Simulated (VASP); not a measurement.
Data:

```xyz
2
Lattice="1.3777 -2.3863 0.0000 1.3777 2.3863 0.0000 0.0000 0.0000 4.3416" Properties=species:S:1:pos:R:3 pbc="T T T"
Os     1.3777     0.7954     1.0854
Os     1.3777    -0.7954     3.2562
```

Level of theory: PBE GGA, VASP's PBE PAW potentials (set 64) (plane waves; VASP). Run with 480 eV cut-off, 14×14×8 Γ-centred mesh, first-order Methfessel-Paxton smearing of 0.10 eV, potentials Os.

Unless said otherwise, spin-orbit coupling is left out, though it shifts the bands of the heavy elements here.

What does the run give for the energy per atom (σ→0), band gap (on the k-mesh) with the smallest direct gap where there is one?

```yaml
band gap (on the k-mesh): none (metal, semimetal or under 0.01 eV)
energy per atom (σ→0): -11.246 eV/atom
```

Total energies compare only between runs with the same potentials, cut-off and functional.

The compound is Os in the hcp structure. It was relaxed first. The start is the result of an earlier pass.
